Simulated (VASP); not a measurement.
A run of VASP 6.6.1:

INCAR

```
PREC = Accurate
ENCUT = 520
EDIFF = 1E-7
ISMEAR = -1
SIGMA = 0.05
LREAL = False
LASPH = True
NELM = 60
ALGO = Normal
ISIF = 2
LWAVE = False
LCHARG = False
GGA = PE
NBANDS = 14
```

File KPOINTS:

```
Automatic mesh
0
Gamma
  8 8 8
```

POSCAR

```
SrB
1.0
    3.5009200000      0.0000000000      0.0000000000
    0.0000000000      3.5009200000      0.0000000000
    0.0000000000      0.0000000000      3.5009200000
Sr B
1 1
Direct
    0.5026240000      0.5032110000      0.4889100000
   -0.0010750000      0.0141840000     -0.0055080000
```

Potentials or basis: VASP PAW PBE potentials, release 64 (Sr_sv, B).

Run with:

```sh
$ cat potpaw_PBE.64/Sr_sv/POTCAR potpaw_PBE.64/B/POTCAR > POTCAR
$ mpirun -np 1 vasp_std > vasp.out
```

Hardware: 1 thread of Intel(R) Xeon(R) Platinum 8259CL CPU @ 2.50GHz (Skylake/Cascade Lake), on a shared host.

Problem. How long does it take, and how much memory?

Solution. Run time: 2.1 min on 1 thread of Intel(R) Xeon(R) Platinum 8259CL CPU @ 2.50GHz (Skylake/Cascade Lake), on a shared host, peak memory 0.28 GiB. Counts: scf iterations 13, k points 260.
